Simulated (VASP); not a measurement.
```
NaI
1.0
    0.00000     3.29395     3.19801
    3.29395     0.00000     3.19801
    3.29395     3.29395     0.00000
Na I
1 1
Cartesian
  0.00000   0.00000   0.00000
  3.29395   3.29395   3.19801
```

Method: PBEsol GGA, VASP's PBE PAW potentials (set 64) (plane waves; VASP 6.6.1). Numerical set-up: 480 eV cut-off, 8×8×8 Γ-centred mesh, Gaussian smearing of 0.050 eV, potentials Na_pv I.

Unless said otherwise, spin-orbit coupling is left out, though it shifts the bands of the heavy elements here.

What does the run give for the energy per atom (σ→0), band gap (on the k-mesh) with the smallest direct gap where there is one?

```
Item                                          Value
-----------------------------------  --------------
band gap (on the k-mesh)                    3.44 eV
smallest direct gap (on the k-mesh)         3.44 eV
energy per atom (σ→0)                -2.829 eV/atom
```

The absolute energy has meaning only against runs of the same code, potentials and settings.

The compound is NaI in the rock salt structure. This cell was strained or had an atom moved on purpose.
